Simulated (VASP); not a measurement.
Level of theory: AM05 GGA, VASP's PBE PAW potentials (set 64) (plane waves; VASP).

A VASP calculation is set up with these files.

File KPOINTS:
```
Automatic mesh
0
Gamma
15 15 15
0 0 0
```

**INCAR**
```
# general
SYSTEM  = WSi2
PREC    = Accurate
ENCUT   = 520
LREAL   = .False.
LASPH   = .True.

# electronic loop
EDIFF   = 1E-7
NELM    = 100
ALGO    = Normal
LMAXMIX = 6

# smearing
ISMEAR  = -5

# functional
GGA     = AM

# ions
ISIF    = 2

# output
LWAVE   = .False.
LCHARG  = .True.
LORBIT  = 11
NEDOS   = 601

# other
LEFG    = .True.
```

POSCAR:
```
WSi2
4.5092870
 -0.3540283210   0.3540283210   0.8656373597
  0.3540283210  -0.3540283210   0.8656373597
  0.3540283210   0.3540283210  -0.8656373597
Si W
2 1
Cartesian
  0.3540283210   0.3540283210   0.2871460521
  0.0000000000  -0.0000000000   0.5784913077
  0.0000000000   0.0000000000   1.7312747195
```

POTCAR, in this order: Si W_sv (PBE.64 set). Program: vasp_std.

Unless said otherwise, spin-orbit coupling is left out, though it shifts the bands of the heavy elements here.

### Question
Estimate the energy per atom (σ→0), band gap (on the k-mesh).

### Answer

The energy per atom (σ→0) is -8766 meV/atom and the band gap (on the k-mesh) comes out as none (metal, semimetal or under 0.01 eV).

OSZICAR:
```
...
DAV:   8    -0.262976569154E+02    0.25098E-01   -0.45689E-02 11272   0.182E+00    0.323E-01
DAV:   9    -0.262970189719E+02    0.63794E-03   -0.10947E-03 10124   0.286E-01    0.188E-01
DAV:  10    -0.262968466793E+02    0.17229E-03   -0.32887E-04 10712   0.188E-01    0.417E-02
DAV:  11    -0.262968412702E+02    0.54091E-05   -0.36518E-05 10992   0.503E-02    0.172E-02
DAV:  12    -0.262968426838E+02   -0.14136E-05   -0.13908E-06 10355   0.876E-03    0.404E-03
DAV:  13    -0.262968417533E+02    0.93051E-06   -0.43363E-07 10103   0.668E-03    0.586E-04
DAV:  14    -0.262968416945E+02    0.58752E-07   -0.10593E-08  5195   0.112E-03
   1 F= -.26296842E+02 E0= -.26296842E+02  d E =0.000000E+00
```

The compound is WSi2 in the MoSi2 type structure. It was relaxed first.
